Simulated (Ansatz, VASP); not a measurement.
**Be3Hg: VASP beside Ansatz**

File INCAR:

```
PREC = Accurate ; ENCUT = 600
EDIFF = 1E-7 ; ISMEAR = 0
SIGMA = 0.1 ; LREAL = False
LASPH = True ; NELM = 100
ALGO = Normal ; ISIF = 3
LWAVE = False ; LCHARG = False
GGA = PE ; IBRION = 2
NSW = 100 ; EDIFFG = -0.01
```

Contents of KPOINTS:

```
Automatic mesh
0
Gamma
  14 14 14
```

Contents of POSCAR:

```
Be3Hg
1.0
    0.0000000000      2.8639421940      2.8639421940
    2.8639421940      0.0000000000      2.8639421940
    2.8639421940      2.8639421940      0.0000000000
Be Hg
3 1
Direct
    0.2500000000      0.2500000000      0.2500000000
    0.7500000000      0.7500000000      0.7500000000
    0.5000000000      0.5000000000      0.5000000000
    0.0000000000      0.0000000000      0.0000000000
```

Input for Ansatz:

```yaml
crystal:
  lattice:
    - [0.0, 2.863942194, 2.863942194]
    - [2.863942194, 0.0, 2.863942194]
    - [2.863942194, 2.863942194, 0.0]
  atoms:
    - { symbol: Be, position: [0.25, 0.25, 0.25] }
    - { symbol: Be, position: [0.75, 0.75, 0.75] }
    - { symbol: Be, position: [0.5, 0.5, 0.5] }
    - { symbol: Hg, position: [0.0, 0.0, 0.0] }
basis:
  ecutwfc: 420
kpoints:
  mp_grid: { grid: [14, 14, 14] }
hamiltonian:
  xc: pbe
scf:
  occupations: { method: gaussian, width: 0.1 }
output:
  forces: true
  stress: true
  eigenvalues: true
relax:
  adjacent_minimum: "off"
  f_tol: 0.01
  max_steps: 80
  cell: { stress_tol: 0.05 }
```

Change from the starting cell: species swapped into the CdIn3 type (Fm-3m, No. 225).

Alike in both runs: task relaxation of cell and atoms; functional PBE; k mesh 14 × 14 × 14; occupations gaussian, width 0.1 eV; no spin polarisation.

|  | VASP | Ansatz |
| --- | --- | --- |
| version | VASP 6.6.1 | Ansatz 0.2.0 |
| potentials or method | VASP PAW PBE potentials, release 64 (Be, Hg) | scalar-relativistic, plane waves, PAW |
| plane-wave cutoff (eV) | 600 | 420 |
| valence electrons in the cell | 18 | 26 |

```tsv
	VASP	Ansatz	Ansatz less VASP
gap on the k mesh at the Fermi level, each at its own relaxed structure (eV)	none	none	-
relaxed volume (Å³/atom)	11.75	11.71	-0.035
relaxed cell length with the largest relative difference (Å)	4.050	4.046	-0.0040
```

A gap of «none» marks a metal or a gap that the smearing closes. The two sets of potentials don't hold the same shells in valence.

Caveats: the relaxation stopped at its first step, so nothing moved. Spin-orbit coupling is left out, which matters for the levels of Hg.
